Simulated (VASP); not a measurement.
Data:

```
LiC
1.0
   -1.78802     2.40152     2.65288
    1.78802    -2.40152     2.65288
    1.78802     2.40152    -2.65288
Li C
2 2
Direct
  0.73891   0.23891   0.50000
  0.26109   0.76109   0.50000
  0.86896   0.00000   0.86896
  0.13104   0.00000   0.13104
```

The numbers are results of PBEsol GGA, VASP's PBE PAW potentials (set 64) (plane waves; VASP), not measurements. Run with 520 eV cut-off, 9×9×9 Γ-centred mesh, tetrahedra with Blöchl corrections, potentials Li_sv C.

The cores are frozen, which limits the accuracy of field gradients.

**Question.** Give the principal components of the electric field gradient (V/Å²) and the asymmetry η at each nucleus.

**Answer.** 
```tsv
atom	Vxx	Vyy	Vzz	η
Li1	-0.2	-0.2	0.4	-
Li2	-0.2	-0.2	0.4	-
C3	36.9	35.8	-72.7	0.01
C4	36.9	35.8	-72.7	0.01
```

The structure comes from a computed database's LiC entry (Immm); how it stands against other phases isn't given here. It was relaxed first.
